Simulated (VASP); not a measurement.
# Na3BrO (Pm-3m): formation energy of the defect Br_i (6-fold void), part 2 of 3

How easily does the defect Br_i (6-fold void) form in Na3BrO (Pm-3m)? The host is relaxed first, then a supercell is run with and without the defect. The start is a computed cell from the Materials Project.

VASP 6.6.1, plane waves and PAW; the level of theory is named at each step.

So far. Step 5 (Relaxing the atoms): The run ended after 2 ionic steps, 0.000 eV below its first step, once the forces on the free atoms met EDIFFG = -0.03. Step 5 (Relaxing the atoms): Energy at zero smearing: -3.23201 eV.

## (6) Relaxing the defect, spin collinear, charge 0

This step: PBEsol, spin-polarised, with small moments to start from; plane waves and PAW (Na, Br, O) (VASP 6.6.1).

System of this step: Br_i (6-fold void). The cell holds 61 atoms: 36 Na, 13 Br and 12 O. Its edges and angles: a = 10.084 Å, b = 12.755 Å, c = 9.019 Å, α = 90.0°, β = 90.0°, γ = 108.4°. It derives from Na3BrO (Na3BrO (Pm-3m)). Nearest the centre at fractional (0.833, 0.583, 0.000): Br49 at 0.04 Å, Na9 at 2.25 Å, Na25 at 2.27 Å, Na24 at 2.27 Å, Br43 at 2.28 Å, Na33 at 2.28 Å, Br45 at 2.30 Å, O55 at 3.17 Å.

Atoms within 3.3 Å of the defect's centre start slightly displaced, with symmetry off, so that a distortion can develop. The atoms relax at the host's fixed cell.

INCAR reads:

```
SYSTEM = Na36Br13O12
PREC = Normal
ENCUT = 400
EDIFF = 1E-05
NELM = 120
ISMEAR = 0
SIGMA = 0.05
LREAL = Auto
ALGO = Fast
GGA = PS
ISPIN = 2
MAGMOM = 0 0 0 0 0 0 0 0 0.6 0 0 0 0 0 0 0 0 0 0 0 0 0 0 0.6 0.6 0 0 0 0 0 0 0 0 0 0 0 0 0 0 0 0 0 0 0 0 0 0 0 0.6 0 0 0 0 0 0 0 0 0 0 0 0
LORBIT = 11
LWAVE = True
LCHARG = .TRUE.
NCORE = 4
IBRION = 2
NSW = 50
ISIF = 2
EDIFFG = -0.03
POTIM = 0.4
MAXMIX = 40
ISYM = 0
```

POSCAR reads:

```
Na36Br13O12
1.0
    9.0194521558      4.5097260779      0.0000000000
   -9.0194521558      9.0194521558      0.0000000000
    0.0000000000      0.0000000000      9.0194521558
Na Br O
36 13 12
Direct
    0.1666666700      0.1666666700      0.2500000000
    0.5000000000      0.0000000000      0.2500000000
    0.8333333300      0.3333333300      0.2500000000
    0.1666666700      0.4166666700      0.2500000000
    0.5000000000      0.2500000000      0.2500000000
    0.8333333300      0.0833333300      0.2500000000
    0.0000000000      0.2500000000      0.0000000000
    0.3333333300      0.0833333300      0.0000000000
    0.6688785100      0.4158734400      0.9975270100
    0.1666666700      0.1666666700      0.7500000000
    0.5000000000      0.0000000000      0.7500000000
    0.8333333300      0.3333333300      0.7500000000
    0.1666666700      0.4166666700      0.7500000000
    0.5000000000      0.2500000000      0.7500000000
    0.8333333300      0.0833333300      0.7500000000
    0.0000000000      0.2500000000      0.5000000000
    0.3333333300      0.0833333300      0.5000000000
    0.6666666700      0.4166666700      0.5000000000
    0.1666666700      0.6666666700      0.2500000000
    0.5000000000      0.5000000000      0.2500000000
    0.8333333300      0.8333333300      0.2500000000
    0.1666666700      0.9166666700      0.2500000000
    0.5000000000      0.7500000000      0.2500000000
    0.8289129700      0.5831717500      0.2520656000
    0.9958672200      0.7533515100      0.9980653800
    0.3333333300      0.5833333300      0.0000000000
    0.6666666700      0.9166666700      0.0000000000
    0.1666666700      0.6666666700      0.7500000000
    0.5000000000      0.5000000000      0.7500000000
    0.8333333300      0.8333333300      0.7500000000
    0.1666666700      0.9166666700      0.7500000000
    0.5000000000      0.7500000000      0.7500000000
    0.8328781100      0.5838385900      0.7471740900
    0.0000000000      0.7500000000      0.5000000000
    0.3333333300      0.5833333300      0.5000000000
    0.6666666700      0.9166666700      0.5000000000
    0.0000000000      0.0000000000      0.0000000000
    0.3333333300      0.3333333300      0.0000000000
    0.6666666700      0.1666666700      0.0000000000
    0.0000000000      0.0000000000      0.5000000000
    0.3333333300      0.3333333300      0.5000000000
    0.6666666700      0.1666666700      0.5000000000
    0.0034809800      0.5010658900      0.0038745100
    0.3333333300      0.8333333300      0.0000000000
    0.6632034400      0.6679491000      0.9974404800
    0.0000000000      0.5000000000      0.5000000000
    0.3333333300      0.8333333300      0.5000000000
    0.6666666700      0.6666666700      0.5000000000
    0.8305670200      0.5812472900      0.0020393400
    0.0000000000      0.2500000000      0.2500000000
    0.3333333300      0.0833333300      0.2500000000
    0.6713835500      0.4169069800      0.2508796200
    0.0000000000      0.2500000000      0.7500000000
    0.3333333300      0.0833333300      0.7500000000
    0.6678639700      0.4135580800      0.7556182200
    0.9974182700      0.7521505200      0.2481089200
    0.3333333300      0.5833333300      0.2500000000
    0.6666666700      0.9166666700      0.2500000000
    0.0021383300      0.7519797600      0.7512338200
    0.3333333300      0.5833333300      0.7500000000
    0.6666666700      0.9166666700      0.7500000000
```

KPOINTS reads:

```
Automatic mesh
0
Gamma
1 1 1
0 0 0
```

Potentials, in the order of the species: Na, Br and O (PBE family, release 64).

On the command line:

```sh
> mpirun -np 4 vasp_gam
```

The job ended after 26 min (4 MPI ranks of AMD EPYC 7R43, shared host; peak memory 0.89 GiB; 1.7 h of CPU time).

The steps of the relaxation (22 of 28):

```
step  energy less that of the first step (eV)  largest force (eV/Å)
   1                                   0.0000                6.9026
   2                                  -3.3894                2.4876
   4                                  -4.5265                0.7373
   5                                  -4.6175                0.7224
   6                                  -4.7661                0.3335
   7                                  -4.8153                0.2852
   9                                  -4.8615                0.4652
  10                                  -4.9226                0.2708
  11                                  -4.9825                0.2196
  13                                  -5.0265                0.1522
  14                                  -5.0457                0.1630
  15                                  -5.0786                0.1166
  16                                  -5.0839                0.1320
  18                                  -5.1067                0.0963
  19                                  -5.1086                0.1198
  20                                  -5.1249                0.0631
  22                                  -5.1254                0.0996
  23                                  -5.1260                0.0788
  24                                  -5.1325                0.0410
  25                                  -5.1327                0.0490
  27                                  -5.1364                0.0409
  28                                  -5.1381                0.0242
```

The atoms that moved most (Å):

```
atom      dx      dy      dz  length
Br43   0.864  -0.109  -0.035   0.871
Br45  -0.837   0.093   0.017   0.842
Na24   0.035   0.023   0.351   0.353
 Na9   0.020  -0.330   0.023   0.332
Na33   0.006  -0.001  -0.329   0.329
Na25   0.019   0.309   0.019   0.310
Na34  -0.039   0.207   0.004   0.211
Na18   0.036  -0.205   0.000   0.209
```

Numbers from this step:

* electronic cycles: 570
* electrons: 199
* free energy (TOTEN): -219.8129 eV
* energy at zero smearing: -219.7967 eV
* Fermi energy: 1.603 eV
* moment of the cell, from the last line of the log: 0.9948 μB

Spin moment in the PAW sphere by element, in μB:

```
element  atoms   mean  spread (r.m.s.)   least  largest
     Na     36  0.000            0.001  -0.001    0.002
     Br     13  0.007            0.020   0.000    0.077
      O     12  0.059            0.049   0.008    0.129
```

The atoms nearest the centre:

```
atom  distance (Å)  spin moment in the PAW sphere (μB)
Br49          0.01                               0.077
Na25          2.58                               0.000
 Na9          2.58                               0.000
Na33          2.61                              -0.001
Na24          2.62                              -0.001
Br45          3.14                               0.004
Br43          3.14                               0.004
 O59          3.27                               0.126
 O55          3.27                               0.127
 O56          3.27                               0.128
 O52          3.27                               0.129
Na20          3.76                              -0.001
Na29          3.76                              -0.001
Na19          3.76                              -0.001
```

Spin density in the ac plane at fractional y = 0.583, through the centre, with atoms of Na and Br and O within 0.45 Å of it.

Ten even steps from '_' (-0.018 e/Å³) to '@' (0.066 e/Å³), each cell a mean:
```
::::::::::::::::::::::::::::::::::::::::::::::::::::--========::::::
::::::::::::::::::::::::::::::::::::::::::::::::::::--++****==--::::
::::::::::::::::::::::::::::::::::::::::::::::::::::::--====--::::::
::::::::::::::::::::::----::::::::::::::::::::::::::::::::::::::::::
::::::::::::::::::::==%%**--::::::::::::::::::::::::::::::::::::::::
::::::::::::::::::::==@@%%--::::::::::::::::::::::::::::::::::::::::
::::::::::::::::::::==@@%%--::::::::::::::::::::::::::::::::::::::::
::::::::::::::::::::--====::::::::::::::::::::::::::::::::::::::::::
::::::::::::::::::::::::::::::::::::::::::::::::::::::::::::::::::::
::::::::::::::::::::::::::::::::::::::::::::::::::::::::::::::::::::
::::::::::::::::::::::::::::::::::::::::::::::::::::::::::::::::::::
::::::::::::::::::::::::::::::::::::::::::::::::::::::::::::::::::::
::::::::::::::::::::::::::::::::::::::::::::::::::::::::::::::::::::
::::::::::::::::::::::::::::::::::::::::::::::::::::::::::::::::::::
::::::::::::::::::::::::::::::::::::::::::::::::::::::::::::::::::::
::::::::::::::::::::--==--::::::::::::::::::::::::::::::::::::::::::
::::::::::::::::::::==%%##--::::::::::::::::::::::::::::::::::::::::
::::::::::::::::::::==@@##--::::::::::::::::::::::::::::::::::::::::
::::::::::::::::::::==%%##--::::::::::::::::::::::::::::::::::::::::
::::::::::::::::::::--==--::::::::::::::::::::::::::::::::::::::::::
::::::::::::::::::::::::::::::::::::::::::::::::::::::--==----::::::
::::::::::::::::::::::::::::::::::::::::::::::::::::--++****==--::::
::::::::::::::::::::::::::::::::::::::::::::::::::::--========::::::
::::::::::::::::::::::::::::::::::::::::::::::::::::::::____::::::::
```
Columns run along a (10.1 Å), rows up along c (9.0 Å). Atoms in or near the plane, at fractional coordinates: Na at (0.83, 0.29), Na at (0.33, 0.00), Na at (0.83, 0.71), Na at (0.33, 0.50), Br at (0.83, 0.00), O at (0.33, 0.25), O at (0.33, 0.74).

Valence density in the ac plane at fractional y = 0.583, through the centre, with atoms of Na and Br and O within 0.45 Å of it. It is the smooth field of the valence electrons, not physical close to the nuclei.

Ten steps, logarithmic in the rise over the least value, from '_' (-0.3 e/Å³) to '@' (7.2 e/Å³), each cell a mean:
```
------====--------------------------======------==++****++++****====
------------------------------------------------====++********++==--
--------------------========----------------------====++++++======--
----------------====++++++++==------------------------========------
----------------==++##%%%%**++==------------------------------------
----------------==**%%@@@@%%++==------------------------------------
----------------==**%%@@@@##++==------------------------------------
----------------==++******++====------------------------------------
--==--------------============------------====----------------------
========------------------------------============----------------==
==++++====--------------------------======++++======------------====
++++++====--------------------------====++++++++====------------====
++++++====--------------------------======++++======------------====
==========----------------------------============--------------====
======------------==========--------------======--------------------
----------------====++****++====------------------------------------
----------------==++##%%%%##++==------------------------------------
----------------==**%%@@@@%%++==------------------------------------
----------------==++##%%%%##++==------------------------------------
----------------====++****++====------------------------====--------
------------------==========----------------------======++======----
------------------------------------------------====++******++++==--
------====----------------------------==--------==++****++****++====
------======------------------------======----====++**++__--****++==
```
Columns run along a (10.1 Å), rows up along c (9.0 Å). Atoms in or near the plane, at fractional coordinates: Na at (0.83, 0.29), Na at (0.33, 0.00), Na at (0.83, 0.71), Na at (0.33, 0.50), Br at (0.83, 0.00), O at (0.33, 0.25), O at (0.33, 0.74).

The run ended after 28 ionic steps, 5.138 eV below its first step, once the forces on the free atoms met EDIFFG = -0.03.

After the relaxation Br lies 0.01 Å from the centre of its site, and its nearest atoms are 4 Na at 2.58 to 2.62 Å.

## (7) The defect cell, charge -1

This step: PBEsol; plane waves and PAW (Na, Br, O) (VASP 6.6.1).

This cell carries charge -1, set by NELECT and balanced by a uniform background.

INCAR reads:

```
SYSTEM = Na36Br13O12
PREC = Normal
ENCUT = 400
EDIFF = 1E-05
NELM = 120
ISMEAR = 0
SIGMA = 0.05
LREAL = Auto
ALGO = Fast
GGA = PS
NELECT = 200
LORBIT = 11
LWAVE = True
LCHARG = .FALSE.
NCORE = 4
IBRION = 2
NSW = 50
ISIF = 2
EDIFFG = -0.03
POTIM = 0.4
MAXMIX = 40
ISYM = 0
```

Edit POSCAR of step 6 so:

```diff
@@ -16,3 +16,3 @@
     0.3333333300      0.0833333300      0.0000000000
-    0.6688785100      0.4158734400      0.9975270100
+    0.6564661000      0.4154838200      0.9994186800
     0.1666666700      0.1666666700      0.7500000000
@@ -31,4 +31,4 @@
     0.5000000000      0.7500000000      0.2500000000
-    0.8289129700      0.5831717500      0.2520656000
-    0.9958672200      0.7533515100      0.9980653800
+    0.8322406000      0.5809669200      0.2449631600
+    0.0036412200      0.7478092100      0.9977097300
     0.3333333300      0.5833333300      0.0000000000
@@ -40,3 +40,3 @@
     0.5000000000      0.7500000000      0.7500000000
-    0.8328781100      0.5838385900      0.7471740900
+    0.8338719600      0.5811001500      0.7464873300
     0.0000000000      0.7500000000      0.5000000000
@@ -50,5 +50,5 @@
     0.6666666700      0.1666666700      0.5000000000
-    0.0034809800      0.5010658900      0.0038745100
+    0.9987487100      0.4971868600      0.0022148400
     0.3333333300      0.8333333300      0.0000000000
-    0.6632034400      0.6679491000      0.9974404800
+    0.6736843400      0.6716325100      0.9966707800
     0.0000000000      0.5000000000      0.5000000000
@@ -56,13 +56,13 @@
     0.6666666700      0.6666666700      0.5000000000
-    0.8305670200      0.5812472900      0.0020393400
+    0.8347836100      0.5831437300      0.9968993000
     0.0000000000      0.2500000000      0.2500000000
     0.3333333300      0.0833333300      0.2500000000
-    0.6713835500      0.4169069800      0.2508796200
+    0.6644119900      0.4146516200      0.2496731400
     0.0000000000      0.2500000000      0.7500000000
     0.3333333300      0.0833333300      0.7500000000
-    0.6678639700      0.4135580800      0.7556182200
-    0.9974182700      0.7521505200      0.2481089200
+    0.6676523700      0.4176558600      0.7515579800
+    0.9985326700      0.7526926600      0.2472036400
     0.3333333300      0.5833333300      0.2500000000
     0.6666666700      0.9166666700      0.2500000000
-    0.0021383300      0.7519797600      0.7512338200
+    0.0001745300      0.7498128600      0.7505786400
     0.3333333300      0.5833333300      0.7500000000
```

KPOINTS is that of step 6.

On the command line:

```sh
> mpirun -np 4 vasp_gam
```

Wall time 5.3 min (4 MPI ranks); peak memory 0.81 GiB; 21 min of CPU time.

Step by step (22 of 24):

```
step  energy less that of the first step (eV)  largest force (eV/Å)
   1                                   0.0000                6.9468
   2                                  -4.1043                4.6734
   3                                  -6.5435                1.2753
   4                                  -6.6348                1.1008
   5                                  -6.6386                1.1089
   6                                  -7.0259                0.5627
   8                                  -7.2780                0.2441
   9                                  -7.3598                0.2172
  10                                  -7.4059                0.1809
  11                                  -7.4427                0.1989
  12                                  -7.4749                0.0912
  13                                  -7.4778                0.1232
  14                                  -7.4905                0.0769
  15                                  -7.4924                0.0812
  16                                  -7.5017                0.0462
  17                                  -7.5031                0.0648
  19                                  -7.5086                0.0566
  20                                  -7.5117                0.0416
  21                                  -7.5117                0.0425
  22                                  -7.5134                0.0419
  23                                  -7.5134                0.0386
  24                                  -7.5140                0.0277
```

The atoms that moved most (Å):

```
atom      dx      dy      dz  length
Br43   0.889  -0.041  -0.018   0.890
Br45  -0.880   0.005   0.033   0.880
Na24  -0.023   0.029   0.368   0.370
Na33  -0.032   0.021  -0.323   0.325
Na25  -0.087   0.310   0.013   0.322
 Na9   0.103  -0.263   0.002   0.283
Na18   0.045  -0.224  -0.003   0.228
Na34  -0.041   0.220  -0.008   0.224
```

Numbers from this step:

* electronic cycles: 276
* electrons: 200
* free energy (TOTEN): -218.0821 eV
* Fermi energy: 2.122 eV

The run ended after 24 ionic steps, 7.514 eV below its first step, once the forces on the free atoms met EDIFFG = -0.03.

After the relaxation Br lies 0.04 Å from the centre of its site, and its nearest atoms are 4 Na at 2.57 to 2.59 Å.

(Continued in part 3 of 3.)

[Lines on the potential files, build, host, timing and source positions are cut from VASP's logs without a mark.]

[Logs are printed without paths, hosts, clocks, repeated set-up lines and the standing remarks that a program may print on its own settings, such as how far it seeks lower states.]

[Hosts, paths, dates, database ids (printed as entryN), source tags and the programs' standing remarks are cut or masked in the printed files.]

[In band tables of VASP the shares of atoms and orbitals are scaled to a sum of 1 inside the atoms' spheres.]

[Runs that stopped without an error message from VASP are left out.]
